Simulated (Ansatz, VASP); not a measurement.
## HfMg3: VASP beside Ansatz

INCAR

```
PREC = Accurate
ENCUT = 520
EDIFF = 1E-6
ISMEAR = 1
SIGMA = 0.1
LREAL = False
LASPH = True
NELM = 80
ALGO = Fast
ISIF = 2
LWAVE = False
LCHARG = True
GGA = PE
LELF = True
LVHAR = True
NBANDS = 16
```

The input KPOINTS:

```
regular mesh
0
Gamma
  4 4 4
```

File POSCAR:

```
HfMg3
1.0
   -2.2263530000      2.2263530000      4.4846200000
    2.2263530000     -2.2263530000      4.4846200000
    2.2263530000      2.2263530000     -4.4846200000
Mg Hf
3 1
Direct
    0.5000000000      0.5000000000      0.0000000000
    0.2500000000      0.7500000000      0.5000000000
    0.7500000000      0.2500000000      0.5000000000
    0.0000000000      0.0000000000      0.0000000000
```

Input for Ansatz:

```yaml
crystal:
  lattice:
    - [-2.226353, 2.226353, 4.48462]
    - [2.226353, -2.226353, 4.48462]
    - [2.226353, 2.226353, -4.48462]
  atoms:
    - { symbol: Mg, position: [0.5, 0.5, 0.0] }
    - { symbol: Mg, position: [0.25, 0.75, 0.5] }
    - { symbol: Mg, position: [0.75, 0.25, 0.5] }
    - { symbol: Hf, position: [0.0, 0.0, 0.0] }
basis:
  ecutwfc: 420
kpoints:
  mp_grid: { grid: [4, 4, 4] }
hamiltonian:
  xc: pbe
scf:
  occupations: { method: methfessel_paxton }
output:
  forces: false
  stress: true
  eigenvalues: true
```

Alike in both runs: task single point; functional PBE; k mesh 4 × 4 × 4; no spin polarisation.

|  | VASP | Ansatz |
| --- | --- | --- |
| version | VASP 6.6.1 | Ansatz 0.2.0 |
| potentials or method | VASP PAW PBE potentials, release 64 (Mg, Hf_pv) | scalar-relativistic, plane waves, PAW |
| plane-wave cutoff (eV) | 520 | 420 |
| occupations | methfessel-paxton of order 1, width 0.1 eV | methfessel-paxton of order 1 |
| valence electrons in the cell | 16 | 56 |

|  | VASP | Ansatz | Ansatz less VASP |
| --- | --- | --- | --- |
| gap on the k mesh at the Fermi level (eV) | none | none | - |
| pressure (GPa) | -0.4 | -0.2 | +0.11 |
| largest component of the traceless stress (GPa) | 2.40 | 2.38 | -0.028 |

A gap of «none» marks a metal or a gap that the smearing closes. The two sets of potentials don't hold the same shells in valence.

Caveats: the k mesh is coarse (spacing up to 0.50 Å⁻¹), so the values aren't converged. The runs have no spin-orbit coupling, so splittings on Hf are missing.
